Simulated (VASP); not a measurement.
OSZICAR of a VASP run on CeO2 (fluorite):

### OSZICAR
```
       N       E                     dE             d eps       ncg     rms          rms(c)
DAV:   1     0.227722582842E+03    0.22772E+03   -0.11703E+04   944   0.201E+03
DAV:   2     0.154636437691E+02   -0.21226E+03   -0.20562E+03  1328   0.312E+02
DAV:   3    -0.298572862447E+02   -0.45321E+02   -0.43235E+02  1264   0.150E+02
DAV:   4    -0.317188553542E+02   -0.18616E+01   -0.18614E+01  1320   0.361E+01
DAV:   5    -0.318124860470E+02   -0.93631E-01   -0.93625E-01  1536   0.742E+00    0.302E+01
DAV:   6    -0.296292755098E+02    0.21832E+01   -0.94529E+01  1384   0.595E+01    0.267E+01
DAV:   7    -0.282938717709E+02    0.13354E+01   -0.19582E+02  1416   0.132E+02    0.213E+01
DAV:   8    -0.275918121390E+02    0.70206E+00   -0.36510E+00  1096   0.209E+01    0.142E+01
DAV:   9    -0.262905733417E+02    0.13012E+01   -0.69057E+00  1416   0.218E+01    0.181E+00
DAV:  10    -0.262651584100E+02    0.25415E-01   -0.24861E-01  1616   0.430E+00    0.129E+00
DAV:  11    -0.262475011098E+02    0.17657E-01   -0.41418E-02  1400   0.189E+00    0.118E+00
DAV:  12    -0.262255182412E+02    0.21983E-01   -0.12113E-01  1200   0.267E+00    0.807E-01
DAV:  13    -0.262281226944E+02   -0.26045E-02   -0.10866E-01  1632   0.308E+00    0.990E-01
DAV:  14    -0.262245885598E+02    0.35341E-02   -0.50601E-02  1328   0.213E+00    0.104E-01
DAV:  15    -0.262245828852E+02    0.56746E-05   -0.61775E-03  1400   0.792E-01    0.195E-01
DAV:  16    -0.262244435825E+02    0.13930E-03   -0.68103E-04  1400   0.264E-01    0.910E-02
DAV:  17    -0.262244243657E+02    0.19217E-04   -0.14813E-04  1536   0.947E-02    0.231E-02
DAV:  18    -0.262244214075E+02    0.29582E-05   -0.12421E-05  1440   0.331E-02    0.794E-03
DAV:  19    -0.262244207429E+02    0.66468E-06   -0.29101E-06  1448   0.153E-02    0.173E-03
DAV:  20    -0.262244204660E+02    0.27686E-06   -0.93537E-07  1136   0.958E-03    0.166E-03
DAV:  21    -0.262244204234E+02    0.42583E-07   -0.48920E-08   600   0.200E-03
   1 F= -.26749735E+02 E0= -.26749735E+02  d E =0.000000E+00
```

Task: Which electronic solver shows in the log?

Result: It is blocked Davidson (ALGO = Normal, or the opening steps of other solvers). The INCAR had ALGO = Normal.

Task: How was spin treated?

Result: Without spin polarisation: there is no mag entry.

Task: Can the final energy be trusted as converged?

Result: The calculation finished and met its thresholds. It stopped with EDIFF = 1E-7, NELM = 100 (PBE GGA with D3 dispersion (zero damping), plane waves, VASP's PBE PAW potentials (set 64)).

The compound is CeO2 in the fluorite structure. It was relaxed first. The run is not spin-polarised, so no magnetic state was tried.
